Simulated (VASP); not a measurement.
The system is Si3N4.

```xyz
14
Lattice="0.0000 3.8937 3.8937 3.8937 0.0000 3.8937 3.8937 3.8937 0.0000" Properties=species:S:1:pos:R:3 pbc="T T T"
Si    2.9203    2.9203    0.9734
Si    2.9203    0.9734    2.9203
Si    0.9734    2.9203    2.9203
Si    0.9734    0.9734    0.9734
Si    5.8406    5.8406    5.8406
Si    3.8937    3.8937    3.8937
N     2.8624    2.8624    2.8624
N     6.8719    4.8092    4.8092
N     4.8092    4.8092    6.8719
N     4.8092    6.8719    4.8092
N     4.9251    4.9251    2.8624
N     4.9251    2.8624    4.9251
N     6.8719    6.8719    6.8719
N     2.8624    4.9251    4.9251
```

The cell is a database's computed one.

| Quantity | Value |
| --- | --- |
| Program | VASP 6.6.1 |
| Task | relaxation of cell and atoms |
| Functional | PBEsol |
| Potentials or basis | VASP PAW PBE potentials, release 64 (Si, N) |
| Cutoff | 600 eV |
| k mesh | 6 × 6 × 6 |
| Occupations | gaussian, width 0.03 eV |
| Spin | no spin polarisation |

At the start: pressure -4.9 GPa; volume 8.43 Å³/atom.

**Question.** How do energy, volume and symmetry change on relaxing?

**Answer.** Over 6 steps the energy falls by 2.1 meV/atom and the volume is 8.29 Å³/atom (-1.6 %); space group Fd-3m (No. 227, to 0.05 Å).

Step by step:
| step | energy change (eV) | largest force (eV/Å) | pressure (GPa) | volume (Å³) |
| --- | --- | --- | --- | --- |
| 1 | 0.0000 | 0.0594 | -4.92 | 118.07 |
| 2 | 0.0258 | 0.2153 | 7.08 | 113.69 |
| 3 | -0.0296 | 0.0521 | -0.07 | 116.19 |
| 4 | -0.0296 | 0.0545 | 0.04 | 116.16 |
| 5 | -0.0296 | 0.0519 | 0.13 | 116.09 |
| 6 | -0.0298 | 0.0021 | 0.08 | 116.12 |

Final structure:
```cif
data_structure
_symmetry_space_group_name_H-M 'P 1'
_symmetry_Int_Tables_number 1
_cell_length_a 5.4762
_cell_length_b 5.4762
_cell_length_c 5.4762
_cell_angle_alpha 60.000
_cell_angle_beta 60.000
_cell_angle_gamma 60.000
_cell_volume 116.12
loop_
_atom_site_label
_atom_site_type_symbol
_atom_site_fract_x
_atom_site_fract_y
_atom_site_fract_z
_atom_site_occupancy
Si1 Si 0.12500 0.12500 0.62500 1
Si2 Si 0.12500 0.62500 0.12500 1
Si3 Si 0.62500 0.12500 0.12500 1
Si4 Si 0.12500 0.12500 0.12500 1
Si5 Si 0.75000 0.75000 0.75000 1
Si6 Si 0.50000 0.50000 0.50000 1
N1 N 0.36756 0.36756 0.36756 1
N2 N 0.35268 0.88244 0.88244 1
N3 N 0.88244 0.88244 0.35268 1
N4 N 0.88244 0.35268 0.88244 1
N5 N 0.36756 0.36756 0.89732 1
N6 N 0.36756 0.89732 0.36756 1
N7 N 0.88244 0.88244 0.88244 1
N8 N 0.89732 0.36756 0.36756 1
```

Caveat: the PAW data sets were made with another functional, which shifts forces and pressure a little.
